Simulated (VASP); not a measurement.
A VASP calculation is set up with these files.

**INCAR**
```
SYSTEM = CaF2
PREC = Accurate; ENCUT = 200; LREAL = .FALSE.
LASPH = .TRUE.
EDIFF = 1E-6; NELM = 100; ALGO = Normal
ISMEAR = 0; SIGMA = 0.01
GGA = PE
ISIF = 2
LWAVE = .FALSE.; LCHARG = .FALSE.
```

### KPOINTS
```
Automatic mesh
0
Gamma
2 2 2
0 0 0
```

File POSCAR:
```
CaF2
2.7599560
  0.0000000000   1.0000000000   1.0000000000
  1.0000000000   0.0000000000   1.0000000000
  1.0000000000   1.0000000000   0.0000000000
Ca F
1 2
direct
  0.0000000000   0.0000000000   0.0000000000
  0.7500000000   0.7500000000   0.7500000000
  0.2500000000   0.2500000000   0.2500000000
```

POTCAR, in this order: Ca_sv F (PBE.64 set). Program: vasp_std.

Q: Write an equivalent input for Quantum ESPRESSO's pw.x.

A: One equivalent input (not run):
```
&CONTROL
  calculation = 'scf'
  pseudo_dir = './pseudo'
  outdir = './out'
  tprnfor = .true.
  tstress = .true.
/
&SYSTEM
  ibrav = 0
  nat = 3
  ntyp = 2
  ecutwfc = 84
  occupations = 'smearing'
  smearing = 'gaussian'
  degauss = 0.000735
  input_dft = 'pbe'
/
&ELECTRONS
  conv_thr = 7.3e-08
  electron_maxstep = 100
/
ATOMIC_SPECIES
  Ca 40.078 Ca.upf
  F 18.998 F.upf
CELL_PARAMETERS angstrom
     0.0000000    2.7599560    2.7599560
     2.7599560    0.0000000    2.7599560
     2.7599560    2.7599560    0.0000000
ATOMIC_POSITIONS crystal
  Ca   0.0000000  0.0000000  0.0000000
  F    0.7500000  0.7500000  0.7500000
  F    0.2500000  0.2500000  0.2500000
K_POINTS automatic
  2 2 2 0 0 0
```
What does not carry over: the potentials are each code's own (VASP's PAW set, PseudoDojo norm-conserving files in pw.x), so ENCUT and ecutwfc are chosen apart and not converted; conv_thr bounds pw.x's estimated SCF error, while EDIFF bounds the energy change between steps.

The structure comes from a computed database's CaF2 entry; how it stands against other phases isn't given here. The cell was not relaxed at this level. The k-mesh is coarse (spacing up to 0.99 per Å, 2π included), so the numbers may not be converged in it. The run is one of a series of settings (ENCUT = 200, KPOINTS 2×2×2 Γ-centred mesh against the base run), some of them coarse on purpose.
